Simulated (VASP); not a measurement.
Consider the following.

```
CELL_PARAMETERS angstrom
      1.30604    -3.62566     0.00000
      1.30604     3.62566     0.00000
      0.00000     0.00000     3.12692
ATOMIC_POSITIONS crystal
  Fe 0.86020 0.13980 0.75000
  Fe 0.13980 0.86020 0.25000
  B  0.57591 0.42409 0.75000
  B  0.42409 0.57591 0.25000
```

Method: LDA (Ceperley-Alder, Perdew-Zunger), VASP's LDA PAW potentials (set 64) (plane waves; VASP). Settings: 520 eV cut-off, 14×14×11 Γ-centred mesh, tetrahedra with Blöchl corrections, potentials Fe B.

**Question.** What does the run give for the energy per atom (σ→0), band gap (on the k-mesh) with the smallest direct gap where there is one?

**Answer.** 
| Quantity | Result |
|---|---|
| band gap (on the k-mesh) | none (metal, semimetal or under 0.01 eV) |
| energy per atom (σ→0) | -8.859 eV/atom |

Total energies compare only between runs with the same potentials, cut-off and functional.

The structure comes from a computed database's FeB entry (Cmcm); how it stands against other phases isn't given here. It was relaxed first, which changed the volume by -8 %. The run is not spin-polarised, so no magnetic state was tried.
